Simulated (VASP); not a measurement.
```yaml
crystal:
  lattice:
    - [1.94516, -3.36912, 0.00000]
    - [1.94516, 3.36912, 0.00000]
    - [0.00000, 0.00000, 5.07186]
  atoms:
    - { symbol: Ni, position: [0.00000, 0.00000, 0.50000] }
    - { symbol: Ni, position: [0.00000, 0.00000, 0.00000] }
    - { symbol: Sb, position: [0.33333, 0.66667, 0.25000] }
    - { symbol: Sb, position: [0.66667, 0.33333, 0.75000] }
```

Level of theory: r2SCAN meta-GGA, VASP's PBE PAW potentials (set 64) (plane waves; VASP). Run with 520 eV cut-off, 9×9×6 Γ-centred mesh, first-order Methfessel-Paxton smearing of 0.10 eV, potentials Ni Sb.

Q: Give the stress tensor in GPa (positive for a compressed cell).

A: 
```
3.93  0.00  0.00
0.00  3.93  0.00
0.00  0.00  3.80
```
The pressure is its mean diagonal, 3.89 GPa.

The compound is NiSb in the NiAs type structure. This cell is one point of a volume scan, at 0.97 of the reference volume. The run is not spin-polarised, so no magnetic state was tried.
